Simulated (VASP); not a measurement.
Output of a VASP run:

File OSZICAR:
```
       N       E                     dE             d eps       ncg     rms          rms(c)
DAV:   1     0.153247909227E+04    0.15325E+04   -0.92438E+04   322   0.112E+03
DAV:   2    -0.764632998160E+02   -0.16089E+04   -0.15259E+04   419   0.201E+02
DAV:   3    -0.259057302324E+03   -0.18259E+03   -0.17877E+03   388   0.712E+01
DAV:   4    -0.264821311987E+03   -0.57640E+01   -0.57170E+01   372   0.130E+01
DAV:   5    -0.264966175961E+03   -0.14486E+00   -0.14450E+00   412   0.199E+00    0.207E+01
RMM:   6    -0.259874282485E+03    0.50919E+01   -0.75708E+00   322   0.381E+00    0.121E+01
RMM:   7    -0.259164052227E+03    0.71023E+00   -0.11021E+01   322   0.448E+00    0.298E+00
RMM:   8    -0.259127553495E+03    0.36499E-01   -0.23780E+00   322   0.256E+00    0.148E+00
RMM:   9    -0.259021029683E+03    0.10652E+00   -0.20380E-01   326   0.829E-01    0.528E-01
RMM:  10    -0.259036229268E+03   -0.15200E-01   -0.19563E-01   326   0.590E-01    0.464E-01
RMM:  11    -0.259025736382E+03    0.10493E-01   -0.32004E-02   322   0.329E-01    0.876E-02
RMM:  12    -0.259025745402E+03   -0.90203E-05   -0.39232E-03   323   0.110E-01    0.246E-02
RMM:  13    -0.259025798605E+03   -0.53203E-04   -0.49491E-04   330   0.420E-02    0.261E-02
RMM:  14    -0.259025812889E+03   -0.14284E-04   -0.24291E-04   327   0.228E-02    0.342E-02
RMM:  15    -0.259025922825E+03   -0.10994E-03   -0.47351E-04   327   0.281E-02    0.726E-02
RMM:  16    -0.259026302830E+03   -0.38000E-03   -0.82464E-04   357   0.338E-02    0.115E-01
RMM:  17    -0.259026270770E+03    0.32059E-04   -0.34473E-05   243   0.126E-02    0.115E-01
RMM:  18    -0.259026239422E+03    0.31348E-04   -0.45495E-06   192   0.438E-03    0.113E-01
RMM:  19    -0.259026106056E+03    0.13337E-03   -0.55835E-05   271   0.945E-03    0.927E-02
RMM:  20    -0.259026012769E+03    0.93288E-04   -0.63343E-05   288   0.962E-03    0.779E-02
RMM:  21    -0.259025989728E+03    0.23041E-04   -0.11294E-05   189   0.498E-03    0.720E-02
RMM:  22    -0.259025902464E+03    0.87263E-04   -0.12541E-04   341   0.134E-02    0.487E-02
RMM:  23    -0.259025851223E+03    0.51241E-04   -0.99458E-05   315   0.124E-02    0.263E-02
RMM:  24    -0.259025835797E+03    0.15427E-04   -0.46447E-05   244   0.840E-03    0.123E-02
RMM:  25    -0.259025832967E+03    0.28298E-05   -0.10437E-05   185   0.456E-03
   1 F= -.25902583E+03 E0= -.25901898E+03  d E =-.259026E+03
```

OUTCAR:
```
------------------------ aborting loop because EDIFF is reached ----------------------------------------
  FORCE on cell =-STRESS in cart. coord.  units (eV):
  Direction    XX          YY          ZZ          XY          YZ          ZX
  --------------------------------------------------------------------------------------
  Total        2.2137786      2.2137786      2.2137786      0.0000000      0.0000000      0.0000000
  in kB        2.3186615      2.3186615      2.3186615      0.0000000      0.0000000      0.0000000
  external PRESSURE =       2.3186615 kB  Pullay stress =       0.0000000 kB
  volume of cell :     1529.70
      direct lattice vectors                 reciprocal lattice vectors
    11.522210422  0.000000000  0.000000000     0.086788903  0.000000000  0.000000000
     0.000000000 11.522210422  0.000000000     0.000000000  0.086788903  0.000000000
     0.000000000  0.000000000 11.522210422     0.000000000  0.000000000  0.086788903
  FREE ENERGIE OF THE ION-ELECTRON SYSTEM (eV)
  ---------------------------------------------------
  free  energy   TOTEN  =      -259.0258329670 eV

  energy  without entropy=     -259.0121302881  energy(sigma->0) =     -259.01898163

 reached required accuracy - stopping structural energy minimisation
```
(Selected blocks of OUTCAR.)

File POSCAR:
```
Ga32As32
1
   11.5222104216     0.0000000000     0.0000000000
    0.0000000000    11.5222104216    -0.0000000000
   -0.0000000000    -0.0000000000    11.5222104216
Ga As
32 32
Direct
  0.5000000000   0.0000000000   0.0000000000
  0.7500000000   0.2500000000   0.0000000000
  0.7500000000   0.0000000000   0.2500000000
  0.0000000000   0.0000000000   0.0000000000
  0.2500000000   0.2500000000   0.0000000000
  0.5000000000   0.5000000000   0.0000000000
  0.7500000000   0.7500000000   0.0000000000
  0.2500000000   0.0000000000   0.2500000000
  0.5000000000   0.2500000000   0.2500000000
  0.7500000000   0.5000000000   0.2500000000
  0.5000000000   0.0000000000   0.5000000000
  0.7500000000   0.2500000000   0.5000000000
  0.7500000000   0.0000000000   0.7500000000
  0.0000000000   0.5000000000   0.0000000000
  0.2500000000   0.7500000000   0.0000000000
  0.0000000000   0.2500000000   0.2500000000
  0.2500000000   0.5000000000   0.2500000000
  0.5000000000   0.7500000000   0.2500000000
  0.0000000000   0.0000000000   0.5000000000
  0.2500000000   0.2500000000   0.5000000000
  0.5000000000   0.5000000000   0.5000000000
  0.7500000000   0.7500000000   0.5000000000
  0.2500000000   0.0000000000   0.7500000000
  0.5000000000   0.2500000000   0.7500000000
  0.7500000000   0.5000000000   0.7500000000
  0.0000000000   0.7500000000   0.2500000000
  0.0000000000   0.5000000000   0.5000000000
  0.2500000000   0.7500000000   0.5000000000
  0.0000000000   0.2500000000   0.7500000000
  0.2500000000   0.5000000000   0.7500000000
  0.5000000000   0.7500000000   0.7500000000
  0.0000000000   0.7500000000   0.7500000000
  0.6250000000   0.1250000000   0.1250000000
  0.8750000000   0.3750000000   0.1250000000
  0.8750000000   0.1250000000   0.3750000000
  0.1250000000   0.1250000000   0.1250000000
  0.3750000000   0.3750000000   0.1250000000
  0.6250000000   0.6250000000   0.1250000000
  0.8750000000   0.8750000000   0.1250000000
  0.3750000000   0.1250000000   0.3750000000
  0.6250000000   0.3750000000   0.3750000000
  0.8750000000   0.6250000000   0.3750000000
  0.6250000000   0.1250000000   0.6250000000
  0.8750000000   0.3750000000   0.6250000000
  0.8750000000   0.1250000000   0.8750000000
  0.1250000000   0.6250000000   0.1250000000
  0.3750000000   0.8750000000   0.1250000000
  0.1250000000   0.3750000000   0.3750000000
  0.3750000000   0.6250000000   0.3750000000
  0.6250000000   0.8750000000   0.3750000000
  0.1250000000   0.1250000000   0.6250000000
  0.3750000000   0.3750000000   0.6250000000
  0.6250000000   0.6250000000   0.6250000000
  0.8750000000   0.8750000000   0.6250000000
  0.3750000000   0.1250000000   0.8750000000
  0.6250000000   0.3750000000   0.8750000000
  0.8750000000   0.6250000000   0.8750000000
  0.1250000000   0.8750000000   0.3750000000
  0.1250000000   0.6250000000   0.6250000000
  0.3750000000   0.8750000000   0.6250000000
  0.1250000000   0.3750000000   0.8750000000
  0.3750000000   0.6250000000   0.8750000000
  0.6250000000   0.8750000000   0.8750000000
  0.1250000000   0.8750000000   0.8750000000
```

Question: Reconstruct the remaining input files.

Answer: One answer among several that fit: the input of the run itself, PBE GGA, plane waves, VASP's PBE PAW potentials (set 64).

KPOINTS:
```
kpoints
0
G
1 1 1
0 0 0
```

**INCAR**
```
! general
SYSTEM  = Ga32As32
PREC    = Normal
ENCUT   = 400
LREAL   = Auto   ! projection in real space or not
LASPH   = .TRUE.   ! aspherical one-centre terms

! electronic loop
EDIFF   = 1E-5
NELM    = 100   ! most electronic steps
NELMIN  = 4
ALGO    = Fast
LMAXMIX = 4   ! l cut-off of mixed one-centre charges

! smearing
ISMEAR  = 0
SIGMA   = 0.05

! functional
GGA     = PE   ! PBE

! ions
IBRION  = 2   ! conjugate gradients
NSW     = 20   ! most ionic steps
ISIF    = 2   ! forces and stress, cell fixed
EDIFFG  = -0.03   ! ionic stop

! output
LWAVE   = .TRUE.
LCHARG  = .FALSE.
```

POTCAR, in this order: Ga As (PBE.64 set). Program: vasp_gam.

The supercell is sampled at Γ alone, which is coarse: total energies, pressure and levels can be off, energies of defects by several tenths of an eV.

The cell is a supercell, built from GaAs (zinc blende).
